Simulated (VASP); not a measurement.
Level of theory: rev-vdW-DF2, VASP's PBE PAW potentials (set 64) (plane waves; VASP).

Input for VASP

**KPOINTS**
```
kpoints
0
G
 9 9 3
0 0 0
```

POSCAR:
```
C
1.0
  1.2325244894  -2.1347945412   0.0000000000
  1.2325244894   2.1347945412   0.0000000000
  0.0000000000   0.0000000000   6.6303123027
C
4
Cartesian
  0.0000000000   0.0000000000   1.6575780757
  0.0000000000   0.0000000000   4.9727342270
  1.2325244894   0.7115996036   1.6575780757
  1.2325244894  -0.7115996036   4.9727342270
```

### INCAR
```
SYSTEM = C
PREC = Accurate
ENCUT = 520
EDIFF = 1E-6
NELM = 100
ALGO = Normal
LREAL = .FALSE.
LASPH = .TRUE.
ISMEAR = 0
SIGMA = 0.05
GGA = MK
PARAM1 = 0.1234568
PARAM2 = 0.7114
ZAB_VDW = -1.8867
LUSE_VDW = .TRUE.
AGGAC = 0.0
LWAVE = .FALSE.
LCHARG = .FALSE.
IBRION = 2
ISIF = 3
NSW = 60
EDIFFG = -0.02
```

POTCAR, in this order: C (PBE.64 set). Program: vasp_std.

The resulting files:

### OSZICAR
```
       N       E                     dE             d eps       ncg     rms          rms(c)
DAV:   1     0.546721956780E+02    0.54672E+02   -0.82995E+03   576   0.123E+03
DAV:   2    -0.313666919747E+02   -0.86039E+02   -0.79024E+02   856   0.227E+02
DAV:   3    -0.354379277205E+02   -0.40712E+01   -0.40323E+01   728   0.500E+01
DAV:   4    -0.354918077594E+02   -0.53880E-01   -0.53791E-01   748   0.671E+00
DAV:   5    -0.354930297992E+02   -0.12220E-02   -0.12217E-02   724   0.963E-01    0.896E+00
DAV:   6    -0.336967599452E+02    0.17963E+01   -0.18655E+00   680   0.934E+00    0.520E+00
DAV:   7    -0.331362297694E+02    0.56053E+00   -0.20536E+00   668   0.992E+00    0.136E+00
DAV:   8    -0.331408215351E+02   -0.45918E-02   -0.65673E-02   660   0.176E+00    0.135E-01
DAV:   9    -0.331404004511E+02    0.42108E-03   -0.16943E-03   720   0.329E-01    0.625E-02
DAV:  10    -0.331404546107E+02   -0.54160E-04   -0.11896E-04   720   0.961E-02    0.309E-02
DAV:  11    -0.331404538895E+02    0.72124E-06   -0.26623E-06   672   0.161E-02
   1 F= -.33140454E+02 E0= -.33139813E+02  d E =-.331405E+02
       N       E                     dE             d eps       ncg     rms          rms(c)
DAV:   1    -0.331405224714E+02   -0.67861E-04   -0.13436E-02   628   0.110E+00    0.694E-02
DAV:   2    -0.331403891434E+02    0.13333E-03   -0.24906E-04   728   0.126E-01    0.460E-02
DAV:   3    -0.331403126653E+02    0.76478E-04   -0.18020E-04   712   0.937E-02    0.663E-03
DAV:   4    -0.331403123004E+02    0.36492E-06   -0.63670E-06   696   0.190E-02
   2 F= -.33140312E+02 E0= -.33139672E+02  d E =0.141589E-03
       N       E                     dE             d eps       ncg     rms          rms(c)
DAV:   1    -0.331405958198E+02   -0.28315E-03   -0.58079E-03   616   0.724E-01    0.459E-02
DAV:   2    -0.331405388308E+02    0.56989E-04   -0.10730E-04   728   0.826E-02    0.306E-02
DAV:   3    -0.331405103066E+02    0.28524E-04   -0.77738E-05   688   0.616E-02    0.433E-03
DAV:   4    -0.331405097915E+02    0.51509E-06   -0.27560E-06   636   0.125E-02
   3 F= -.33140510E+02 E0= -.33139869E+02  d E =-.559021E-04
```

OUTCAR:
```
------------------------ aborting loop because EDIFF is reached ----------------------------------------
  FORCE on cell =-STRESS in cart. coord.  units (eV):
  Direction    XX          YY          ZZ          XY          YZ          ZX
  --------------------------------------------------------------------------------------
  Total       -0.0164086     -0.0164086     -0.0633557      0.0000000      0.0000000      0.0000000
  in kB       -0.7529826     -0.7529822     -2.9073573      0.0000000      0.0000000      0.0000000
  external PRESSURE =      -1.4711074 kB  Pullay stress =       0.0000000 kB
  volume of cell :       34.91
      direct lattice vectors                 reciprocal lattice vectors
     1.233077575 -2.135752513 -0.000000000     0.405489492 -0.234109522  0.000000000
     1.233077575  2.135752513 -0.000000000     0.405489492  0.234109522  0.000000000
     0.000000000  0.000000000  6.628670869     0.000000000  0.000000000  0.150859806
 POSITION                                       TOTAL-FORCE (eV/Angst)
 -----------------------------------------------------------------------------------
      0.00000      0.00000      1.65717         0.000000      0.000000     -0.000000
      0.00000     -0.00000      4.97150        -0.000000      0.000000      0.000000
      1.23308      0.71192      1.65717         0.000000     -0.000000     -0.000000
      1.23308     -0.71192      4.97150        -0.000000      0.000000      0.000000
 -----------------------------------------------------------------------------------
    total drift:                               -0.000000     -0.000000      0.000000
  FREE ENERGIE OF THE ION-ELECTRON SYSTEM (eV)
  ---------------------------------------------------
  free  energy   TOTEN  =       -33.1405097915 eV

  energy  without entropy=      -33.1392282453  energy(sigma->0) =      -33.13986902

 reached required accuracy - stopping structural energy minimisation
```
(Selected blocks of OUTCAR.)

CONTCAR:
```
C
   1.00000000000000
     1.2330775748676237   -2.1357525126631054   -0.0000000000000000
     1.2330775748676237    2.1357525126631054   -0.0000000000000000
     0.0000000000000000    0.0000000000000000    6.6286708694400804
  C
     4
Direct
     0.0000000000000000    0.0000000000000000    0.2500000000000000
     0.0000000000000000    0.0000000000000000    0.7500000000000000
     0.3333330000000032    0.6666669999999968    0.2500000000000000
     0.6666669999999968    0.3333330000000032    0.7500000000000000
```

File OUTCAR:
```
 val. band max:        4.6496089162   @ k =   0.3333   0.3333   0.0000

 cond. band min:       4.6806033609   @ k =   0.3333   0.3333   0.3333


 Fermi energy:         4.6705720444

 k-point     1 :       0.0000    0.0000    0.0000
  band No.  band energies     occupation
      1     -14.8961      2.00000
      2     -14.5536      2.00000
      3      -3.9258      2.00000
      4      -1.7581      2.00000
      5       1.6199      2.00000
      6       1.6200      2.00000
      7       1.6411      2.00000
      8       1.6411      2.00000
      9       8.7715      0.00000
     10      13.0171      0.00000
     11      13.0203      0.00000
     12      13.0766      0.00000

 k-point     2 :       0.1111   -0.0000    0.0000
  band No.  band energies     occupation
      1     -14.6025      2.00000
      2     -14.2662      2.00000
      3      -3.5678      2.00000
      4      -1.4257      2.00000
      5       0.5082      2.00000
      6       0.5572      2.00000
      7       1.0470      2.00000
      8       1.0845      2.00000
      9       9.1256      0.00000
     10      13.0691      0.00000
     11      13.1916      0.00000
     12      14.2532      0.00000

 k-point     3 :       0.2222   -0.0000    0.0000
  band No.  band energies     occupation
      1     -13.7279      2.00000
      2     -13.4096      2.00000
      3      -2.5081      2.00000
      4      -2.0355      2.00000
      5      -1.9359      2.00000
      6      -0.4516      2.00000
      7      -0.1027      2.00000
      8      -0.0501      2.00000
      9      10.1881      0.00000
     10      12.3668      0.00000
     11      12.7733      0.00000
     12      13.0052      0.00000

 k-point     4 :       0.3333    0.0000    0.0000
  band No.  band energies     occupation
      1     -12.2938      2.00000
      2     -12.0051      2.00000
      3      -4.9658      2.00000
      4      -4.8135      2.00000
      5      -1.1172      2.00000
      6      -1.0572      2.00000
...
```

The compound is C in the graphite structure. This run relaxes it. Symmetry was kept, so distortions that lower it aren't found. The k-mesh is coarse (spacing up to 0.33 per Å, 2π included), so the numbers may not be converged in it. The start is the result of an earlier pass.
